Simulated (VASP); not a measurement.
Output of a VASP run:

**OUTCAR**
```
 ion  position               nearest neighbor table
   1  0.000  0.000  0.000-   3 2.97   4 2.97   3 2.97   4 2.97   4 2.97   3 2.97
   2  0.000  0.000  0.500-   3 2.97   4 2.97   3 2.97   4 2.97   4 2.97   3 2.97
   3  0.333  0.667  0.250-   1 2.97   2 2.97   1 2.97   2 2.97   1 2.97   2 2.97
   4  0.667  0.333  0.750-   1 2.97   2 2.97   1 2.97   2 2.97   1 2.97   2 2.97
  LATTYP: Found a hexagonal cell.
 ALAT       =     2.9821620000
 C/A-ratio  =     3.2508713477
 Subroutine PRICEL returns:
 Original cell was already a primitive cell.
 Subroutine GETGRP returns: Found 24 space group operations
The static configuration has the point symmetry D_3d.
 The point group associated with its full space group is D_6h.
The dynamic configuration has the point symmetry D_3d.
 Subroutine INISYM returns: Found 24 space group operations
 Subroutine IBZKPT returns following result:
 Found     63 irreducible k-points:

 Following reciprocal coordinates:
            Coordinates               Weight
  0.000000  0.000000  0.000000      1.000000
  0.076923  0.000000  0.000000      6.000000
  0.153846  0.000000  0.000000      6.000000
  0.230769  0.000000  0.000000      6.000000
  0.307692  0.000000  0.000000      6.000000
  0.384615 -0.000000  0.000000      6.000000
  0.461538 -0.000000  0.000000      6.000000
  0.076923  0.076923  0.000000      6.000000
  0.153846  0.076923  0.000000     12.000000
  0.230769  0.076923  0.000000     12.000000
  0.307692  0.076923  0.000000     12.000000
  0.384615  0.076923  0.000000     12.000000
  0.461538  0.076923  0.000000      6.000000
  0.153846  0.153846  0.000000      6.000000
  0.230769  0.153846  0.000000     12.000000
  0.307692  0.153846  0.000000     12.000000
  0.384615  0.153846  0.000000     12.000000
  0.230769  0.230769  0.000000      6.000000
  0.307692  0.230769  0.000000     12.000000
  0.384615  0.230769  0.000000      6.000000
  0.307692  0.307692  0.000000      6.000000
  0.000000  0.000000  0.250000      2.000000
  0.076923  0.000000  0.250000     12.000000
  0.153846  0.000000  0.250000     12.000000
  0.230769  0.000000  0.250000     12.000000
  0.307692  0.000000  0.250000     12.000000
  0.384615 -0.000000  0.250000     12.000000
  0.461538 -0.000000  0.250000     12.000000
  0.076923  0.076923  0.250000     12.000000
  0.153846  0.076923  0.250000     24.000000
  0.230769  0.076923  0.250000     24.000000
  0.307692  0.076923  0.250000     24.000000
  0.384615  0.076923  0.250000     24.000000
  0.461538  0.076923  0.250000     12.000000
  0.153846  0.153846  0.250000     12.000000
  0.230769  0.153846  0.250000     24.000000
  0.307692  0.153846  0.250000     24.000000
  0.384615  0.153846  0.250000     24.000000
  0.230769  0.230769  0.250000     12.000000
  0.307692  0.230769  0.250000     24.000000
   k-points           NKPTS =     63   k-points in BZ     NKDIM =     63   number of bands    NBANDS=     26
   number of dos      NEDOS =    301   number of ions     NIONS =      4
   total plane-waves  NPLWV =  18144
   dimension x,y,z NGX =    18 NGY =   18 NGZ =   56
   dimension x,y,z NGXF=    36 NGYF=   36 NGZF=  112
   ions per type =               4
   PREC   = accura    normal or accurate (medium, high low for compatibility)
   ISTART =      0    job   : 0-new  1-cont  2-samecut
   ICHARG =      2    charge: 1-file 2-atom 10-const
   ISPIN  =      1    spin polarized calculation?
   LNONCOLLINEAR =      F non collinear calculations
   LSORBIT =      F    spin-orbit coupling
   INIWAV =      1    electr: 0-lowe 1-rand  2-diag
   ENCUT  =  300.0 eV  22.05 Ry    4.70 a.u.   4.21  4.21 13.69*2*pi/ulx,y,z
   NELM   =    100;   NELMIN=  2; NELMDL= -5     # of ELM steps
   EDIFF  = 0.1E-05   stopping-criterion for ELM
   LREAL  =      F    real-space projection
   NLSPLINE    = F    spline interpolate recip. space projectors
   LMAXMIX     =    4 max onsite mixed and CHGCAR
   VOSKOWN=      0    Vosko Wilk Nusair interpolation
...
```

### OSZICAR
```
       N       E                     dE             d eps       ncg     rms          rms(c)
DAV:   1     0.200683626418E+03    0.20068E+03   -0.16693E+04  3428   0.106E+03
DAV:   2    -0.114971450698E+02   -0.21218E+03   -0.20468E+03  3582   0.275E+02
DAV:   3    -0.157337993678E+02   -0.42367E+01   -0.42089E+01  3576   0.429E+01
DAV:   4    -0.157554751547E+02   -0.21676E-01   -0.21666E-01  3438   0.300E+00
DAV:   5    -0.157556684465E+02   -0.19329E-03   -0.19328E-03  3456   0.306E-01    0.873E+00
DAV:   6    -0.146893569849E+02    0.10663E+01   -0.43379E+00  3328   0.173E+01    0.596E+00
DAV:   7    -0.146631525930E+02    0.26204E-01   -0.37588E-02  3358   0.115E+00    0.349E+00
DAV:   8    -0.146474464340E+02    0.15706E-01   -0.19618E-03  3422   0.376E-01    0.284E-02
DAV:   9    -0.146474456486E+02    0.78535E-06   -0.60932E-05  3386   0.447E-02    0.180E-02
DAV:  10    -0.146474481132E+02   -0.24646E-05   -0.41247E-06  3296   0.179E-02    0.443E-03
DAV:  11    -0.146474484086E+02   -0.29536E-06   -0.42787E-07  1726   0.628E-03
   1 F= -.14647448E+02 E0= -.14624565E+02  d E =-.457670E-01
```

File OUTCAR:
```
------------------------ aborting loop because EDIFF is reached ----------------------------------------
  FORCE on cell =-STRESS in cart. coord.  units (eV):
  Direction    XX          YY          ZZ          XY          YZ          ZX
  --------------------------------------------------------------------------------------
  Total       -6.5625108     -6.5625106     -6.0452074      0.0000000     -0.0000000      0.0000000
  in kB     -140.8174621   -140.8174566   -129.7172358      0.0000000     -0.0000000      0.0000000
  external PRESSURE =    -137.1173848 kB  Pullay stress =       0.0000000 kB
  volume of cell :       74.67
      direct lattice vectors                 reciprocal lattice vectors
     2.982162000  0.000000000  0.000000000     0.335327189  0.193601246  0.000000000
    -1.491081000  2.582628000  0.000000000     0.000000000  0.387202493  0.000000000
     0.000000000  0.000000000  9.694625000     0.000000000  0.000000000  0.103149941
 POSITION                                       TOTAL-FORCE (eV/Angst)
 -----------------------------------------------------------------------------------
      0.00000      0.00000      0.00000         0.000000      0.000000      0.000000
      0.00000      0.00000      4.84731         0.000000      0.000000      0.000000
     -0.00000      1.72175      2.42366        -0.000000      0.000000      0.000000
      1.49108      0.86088      7.27097         0.000000     -0.000000     -0.000000
 -----------------------------------------------------------------------------------
    total drift:                                0.000000     -0.000000      0.000000
  FREE ENERGIE OF THE ION-ELECTRON SYSTEM (eV)
  ---------------------------------------------------
  free  energy   TOTEN  =       -14.6474484086 eV

  energy  without entropy=      -14.6016814061  energy(sigma->0) =      -14.62456491
```
(Selected blocks of OUTCAR.)

**POSCAR**
```
Ag
1
    2.9821620000     0.0000000000     0.0000000000
   -1.4910810000     2.5826280000     0.0000000000
    0.0000000000     0.0000000000     9.6946250000
Ag
4
Direct
  0.0000000000   0.0000000000   0.0000000000
  0.0000000000   0.0000000000   0.5000000000
  0.3333330000   0.6666670000   0.2500000000
  0.6666670000   0.3333330000   0.7500000000
```

**Question.** Write an INCAR and KPOINTS that could have produced this output.

**Answer.** This is not unique; one that fits is the input of the run itself, LDA (Ceperley-Alder, Perdew-Zunger), plane waves, VASP's LDA PAW potentials (set 64).

### KPOINTS
```
Automatic
0
Gamma
  13 13 4
0 0 0
```

### INCAR
```
SYSTEM = Ag
PREC = Accurate; ENCUT = 300; LREAL = .FALSE.
LASPH = .TRUE.
EDIFF = 1E-6; NELM = 100; ALGO = Normal
LMAXMIX = 4
ISMEAR = -1; SIGMA = 0.1
ISIF = 2
LWAVE = .FALSE.; LCHARG = .FALSE.
```

POTCAR, in this order: Ag (LDA.64 set). Program: vasp_std.

At this cut-off the stress carries a Pulay error, which pulls relaxed volumes low.

The structure comes from a computed database's Ag entry (P6_3/mmc); how it stands against other phases isn't given here. The cell was not relaxed at this level.
